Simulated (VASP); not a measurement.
An input for Ansatz (written as the equivalent of a VASP run, and not itself run):

Ansatz 0.2 input:
```yaml
crystal:
  lattice:
    - [0.0000000, 2.8706297, 2.8706297]
    - [2.8706297, 0.0000000, 2.8706297]
    - [2.8706297, 2.8706297, 0.0000000]
  atoms:
    - { symbol: Zn, position: [1.0000000, 0.0000000, 1.0000000] }
    - { symbol: Se, position: [0.7500000, 0.7500000, 0.7500000] }
kpoints:
  mp_grid: { grid: [7, 7, 7] }
hamiltonian:
  xc: pbe
  pseudopotentials: { kind: paw }
scf:
  occupations: { method: gaussian, width: 0.05 }
  max_iter: 100
relax:
  max_steps: 60
  f_tol: 0.01
  cell: {}
output: { forces: true, stress: true, eigenvalues: true }
```

Question: Translate this input to VASP (INCAR, KPOINTS, POSCAR, choice of POTCAR).

Answer: Several could match; the one computed here: 
File POSCAR:
```
ZnSe
1.0
  0.0000000000   2.8706296731   2.8706296731
  2.8706296731   0.0000000000   2.8706296731
  2.8706296731   2.8706296731   0.0000000000
Zn Se
1 1
Direct
  1.0000000000   0.0000000000   1.0000000000
  0.7500000000   0.7500000000   0.7500000000
```

### INCAR
```
ALGO = Normal
EDIFF = 1E-6
EDIFFG = -0.01
ENCUT = 480
GGA = PE
IBRION = 2
ISIF = 3
ISMEAR = 0
LASPH = .TRUE.
LCHARG = .FALSE.
LMAXMIX = 4
LREAL = .FALSE.
LWAVE = .FALSE.
NELM = 100
NSW = 60
PREC = Accurate
SIGMA = 0.05
SYSTEM = ZnSe
```

**KPOINTS**
```
Automatic mesh
0
Gamma
7 7 7
0 0 0
```

POTCAR, in this order: Zn Se (PBE.64 set). Program: vasp_std.

The two are equivalent in intent, not identical: each code has its own PAW files, so the cut-off isn't converted (ENCUT is set for VASP's; basis.ecutwfc is left out, and Ansatz then takes the one that its files recommend); Ansatz stops its SCF on the density residual and VASP on the energy change (EDIFF).

The compound is ZnSe in the zinc blende structure. It was relaxed first. The start is the result of an earlier pass.
